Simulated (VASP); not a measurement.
An input for Ansatz (written as the equivalent of a VASP run, and not itself run):

Ansatz 0.2 input:
```yaml
crystal:
  lattice:
    - [1.5846316, -2.7446630, 0.0000000]
    - [1.5846316, 2.7446630, 0.0000000]
    - [0.0000000, 0.0000000, 3.5469256]
  atoms:
    - { symbol: Zr, position: [0.0000000, 1.0000000, 0.0000000] }
    - { symbol: B, position: [0.3333330, 0.6666670, 0.5000000] }
    - { symbol: B, position: [0.6666670, 0.3333330, 0.5000000] }
kpoints:
  mp_grid: { grid: [12, 12, 10] }
hamiltonian:
  xc: pbe
  pseudopotentials: { kind: paw }
scf:
  occupations: { method: tetrahedron }
  max_iter: 100
output: { forces: true, stress: true, eigenvalues: true }
```

### Question
Translate this input to VASP (INCAR, KPOINTS, POSCAR, choice of POTCAR).

### Answer
Several could match; the one computed here: 
File POSCAR:
```
ZrB2
1
    1.5846316266    -2.7446629582     0.0000000000
    1.5846316266     2.7446629582    -0.0000000000
   -0.0000000000    -0.0000000000     3.5469256300
Zr B
1 2
Direct
  0.0000000000   1.0000000000   0.0000000000
  0.3333330000   0.6666670000   0.5000000000
  0.6666670000   0.3333330000   0.5000000000
```

**INCAR**
```
SYSTEM = ZrB2
PREC = Accurate; ENCUT = 520; LREAL = .False.
LASPH = .True.
EDIFF = 1E-7; NELM = 100; ALGO = Normal
LMAXMIX = 4
ISMEAR = -5
GGA = PE
ISIF = 2
LWAVE = .False.; LCHARG = .True.; LORBIT = 11
NEDOS = 601
LEFG = .True.
```

File KPOINTS:
```
Automatic mesh
0
Gamma
12 12 10
0 0 0
```

POTCAR, in this order: Zr_sv B (PBE.64 set). Program: vasp_std.

Limits of the translation: each code has its own PAW files, so the cut-off isn't converted (ENCUT is set for VASP's; basis.ecutwfc is left out, and Ansatz then takes the one that its files recommend); Ansatz stops its SCF on the density residual and VASP on the energy change (EDIFF); the field gradients of LEFG aren't asked of the other code.

The compound is ZrB2 in the AlB2 type structure. It was relaxed first.
